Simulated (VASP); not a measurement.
Computed with PBEsol GGA, VASP's PBE PAW potentials (set 64) (plane waves; VASP 6.6.1).

VASP ran on this input.

INCAR:
```
NSW = 60
LASPH = .True.   ! aspherical one-centre terms
ALGO = Normal
EDIFFG = -0.01   ! ionic stop
SYSTEM = Br
NELM = 100
LWAVE = .False.
ISIF = 3   ! ions, shape and volume
GGA = PS   ! PBEsol
PREC = Accurate
ISMEAR = 1
LMAXMIX = 4
ENCUT = 400   ! plane-wave cut-off (eV)
LCHARG = .False.
IBRION = 2
SIGMA = 0.1   ! width (eV)
LREAL = .False.
EDIFF = 1E-6
```

### POSCAR
```
Br
1
    3.0193035312     0.0000000000    -0.0000000000
    0.0000000000     3.0193035312     0.0000000000
   -0.0000000000    -0.0000000000     3.0193035312
Br
1
Direct
  0.0000000000   0.0000000000   0.0000000000
```

### KPOINTS
```
Regular mesh
0
gamma
11 11 11
```

POTCAR, in this order: Br (PBE.64 set). Program: vasp_std.

Task: What will the output report for the number of irreducible k-points (NKPTS), number of bands (NBANDS), largest plane-wave count, number of space-group operations, FFT grid (NGX, NGY, NGZ)?

Result: 
```json
{
 "number of irreducible k-points (NKPTS)": "56",
 "number of bands (NBANDS)": "7",
 "largest_plane_wave_count": "513",
 "number_of_space_group_operations": "48",
 "FFT grid (NGX, NGY, NGZ)": "20 × 20 × 20"
}
```

The structure was generated: Br was put into the simple-cubic type (Pm-3m), which need not be its known phase. It was relaxed first, which changed the volume by -7 %. The start is the result of an earlier pass.
